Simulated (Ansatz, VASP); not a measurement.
## Two plane-wave programs on Ga2Te2O

```
Ga Te O
1.0
     4.87155    0.00000    0.00000
    -2.43577    4.21888    0.00000
     0.00000    0.00000    7.20739
Ga Te O
2 2 1
Cartesian
  0.0000 2.8126 3.6037
  2.4358 1.4063 3.6037
  0.0000 0.0000 2.0357
  0.0000 0.0000 5.1716
  0.0000 0.0000 0.0000
```

Alike in both runs: functional PBE; k mesh 6 × 6 × 2; occupations gaussian, width 0.1 eV; no spin polarisation.

Ansatz relaxed the structure, and its values are those at the end. VASP's run is a single point on that final structure, the one shown.

```csv
,VASP,Ansatz
version,VASP 6.6.1,Ansatz 0.2.0
potentials or method,"VASP PAW PBE potentials, release 64 (Ga_d, Te, O)","scalar-relativistic, plane waves, PAW"
plane-wave cutoff (eV),520,420
valence electrons in the cell,44,64
```

|  | VASP | Ansatz | Ansatz less VASP |
| --- | --- | --- | --- |
| gap on the k mesh at the Fermi level (eV) | none | none | - |
| pressure (GPa) | 0.0 | 0.0 | +0.03 |
| rms of the force components (eV/Å) | 0.023 | 0.011 | -0.0115 |

A gap of «none» marks a metal or a gap that the smearing closes. The two sets of potentials don't hold the same shells in valence.

Caveats: the k mesh is coarse (spacing up to 0.44 Å⁻¹), so the values aren't converged. Spin-orbit coupling is left out, which matters for the levels of Te.
